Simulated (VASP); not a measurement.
An input for Ansatz (written as the equivalent of a VASP run, and not itself run):

Ansatz 0.2 input:
```yaml
crystal:
  lattice:
    - [0.0000000, 2.6162064, 2.6162064]
    - [2.6162064, 0.0000000, 2.6162064]
    - [2.6162064, 2.6162064, 0.0000000]
  atoms:
    - { symbol: Ce, position: [0.0000000, 0.0000000, 0.0000000] }
    - { symbol: O, position: [0.2500000, 0.2500000, 0.2500000] }
    - { symbol: O, position: [0.7500000, 0.7500000, 0.7500000] }
kpoints:
  mp_grid: { grid: [7, 7, 7] }
hamiltonian:
  xc: pbe
  pseudopotentials: { kind: paw }
scf:
  occupations: { method: gaussian, width: 0.05 }
  max_iter: 100
relax:
  max_steps: 40
  f_tol: 0.02
  cell: { p_target: 45 }
output: { forces: true, stress: true, eigenvalues: true }
```

Question: Write the VASP files for the same calculation (PBE).

Answer: One answer among several that fit: 
File POSCAR:
```
CeO2
1
    0.0000000000     2.6162063528     2.6162063528
    2.6162063528     0.0000000000     2.6162063528
    2.6162063528     2.6162063528     0.0000000000
Ce O
1 2
Direct
  0.0000000000   0.0000000000   0.0000000000
  0.2500000000   0.2500000000   0.2500000000
  0.7500000000   0.7500000000   0.7500000000
```

### KPOINTS
```
Automatic mesh
0
Gamma
7 7 7
0 0 0
```

**INCAR**
```
ENCUT=620
EDIFFG=-0.02   ! ionic stop
GGA=PE
NSW=40   ! most ionic steps
LWAVE=.FALSE.
SIGMA=0.05   ! width (eV)
IBRION=2   ! conjugate gradients
SYSTEM=CeO2
LREAL=.FALSE.   ! projection in real space or not
ISMEAR=0   ! Gaussian
LASPH=.TRUE.
PREC=Accurate
NELM=100   ! most electronic steps
LCHARG=.FALSE.
ALGO=Normal   ! blocked Davidson
LMAXMIX=6   ! l cut-off of mixed one-centre charges
EDIFF=1E-6
PSTRESS=450   ! kbar
ISIF=3
```

POTCAR, in this order: Ce O (PBE.64 set). Program: vasp_std.

The two are equivalent in intent, not identical: each code has its own PAW files, so the cut-off isn't converted (ENCUT is set for VASP's; basis.ecutwfc is left out, and Ansatz then takes the one that its files recommend); Ansatz stops its SCF on the density residual and VASP on the energy change (EDIFF).

The compound is CeO2 in the fluorite structure. This run relaxes it under an external pressure of 45 GPa. Symmetry was kept, so distortions that lower it aren't found.
